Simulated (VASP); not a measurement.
All values below come from AM05 GGA, VASP's PBE PAW potentials (set 64) (plane waves; VASP 6.6.1).

Input for VASP

### INCAR
```
! general
SYSTEM=C
PREC  =Accurate
ENCUT =520
LREAL =.FALSE.
LASPH =.TRUE.

! electronic loop
EDIFF =1E-7
NELM  =100
ALGO  =Normal

! smearing
ISMEAR=0
SIGMA =0.05

! functional
GGA   =AM

! ions
ISIF  =2

! output
LWAVE =.FALSE.
LCHARG=.FALSE.
```

KPOINTS:
```
kpoints
0
Gamma
13 13 13
```

POSCAR:
```
C
3.4808040
  0.0000000000   0.5000000528   0.5000000528
  0.5000000528   0.0000000000   0.5000000528
  0.5000000528   0.5000000528   0.0000000000
C
2
Cartesian
  0.0000000000   0.0000000000   0.0000000000
  0.2500000264   0.2500000264   0.2500000264
```

POTCAR, in this order: C (PBE.64 set). Program: vasp_std.

The resulting files:

**OSZICAR**
```
       N       E                     dE             d eps       ncg     rms          rms(c)
DAV:   1    -0.825876720529E+00   -0.82588E+00   -0.51919E+03  1432   0.999E+02
DAV:   2    -0.195074635724E+02   -0.18682E+02   -0.18094E+02  2064   0.112E+02
DAV:   3    -0.196315290769E+02   -0.12407E+00   -0.12407E+00  1472   0.113E+01
DAV:   4    -0.196317210418E+02   -0.19196E-03   -0.19196E-03  1944   0.415E-01
DAV:   5    -0.196317210668E+02   -0.24954E-07   -0.24953E-07  1448   0.401E-03    0.623E+00
DAV:   6    -0.190551116730E+02    0.57661E+00   -0.43447E-01  1384   0.526E+00    0.373E+00
DAV:   7    -0.188608053281E+02    0.19431E+00   -0.46001E-01  1552   0.554E+00    0.825E-01
DAV:   8    -0.188616542129E+02   -0.84888E-03   -0.18304E-03  1384   0.518E-01    0.464E-02
DAV:   9    -0.188616513982E+02    0.28148E-05   -0.12627E-04  1920   0.972E-02    0.254E-02
DAV:  10    -0.188616621648E+02   -0.10767E-04   -0.10050E-05  1384   0.387E-02    0.584E-03
DAV:  11    -0.188616620246E+02    0.14017E-06   -0.34800E-08  1752   0.222E-03    0.967E-04
DAV:  12    -0.188616620387E+02   -0.14019E-07   -0.10060E-08   672   0.130E-03
   1 F= -.18861662E+02 E0= -.18861662E+02  d E =-.371322E-20
```

### OUTCAR
```
------------------------ aborting loop because EDIFF is reached ----------------------------------------
  FORCE on cell =-STRESS in cart. coord.  units (eV):
  Direction    XX          YY          ZZ          XY          YZ          ZX
  --------------------------------------------------------------------------------------
  Total        2.0618054      2.0618054      2.0618054     -0.0000000     -0.0000000     -0.0000000
  in kB      313.3137127    313.3137127    313.3137127     -0.0000000     -0.0000000     -0.0000000
  external PRESSURE =     313.3137127 kB  Pullay stress =       0.0000000 kB
  volume of cell :       10.54
      direct lattice vectors                 reciprocal lattice vectors
     0.000000000  1.740402184  1.740402184    -0.287289918  0.287289918  0.287289918
     1.740402184  0.000000000  1.740402184     0.287289918 -0.287289918  0.287289918
     1.740402184  1.740402184  0.000000000     0.287289918  0.287289918 -0.287289918
 POSITION                                       TOTAL-FORCE (eV/Angst)
 -----------------------------------------------------------------------------------
      0.00000      0.00000      0.00000         0.000000      0.000000      0.000000
      0.87020      0.87020      0.87020        -0.000000      0.000000     -0.000000
 -----------------------------------------------------------------------------------
    total drift:                               -0.000000     -0.000000     -0.000000
  FREE ENERGIE OF THE ION-ELECTRON SYSTEM (eV)
  ---------------------------------------------------
  free  energy   TOTEN  =       -18.8616620387 eV

  energy  without entropy=      -18.8616620387  energy(sigma->0) =      -18.86166204
```
(Selected blocks of OUTCAR.)

The compound is C in the diamond structure. This cell is one point of a volume scan, at 0.94 of the reference volume.
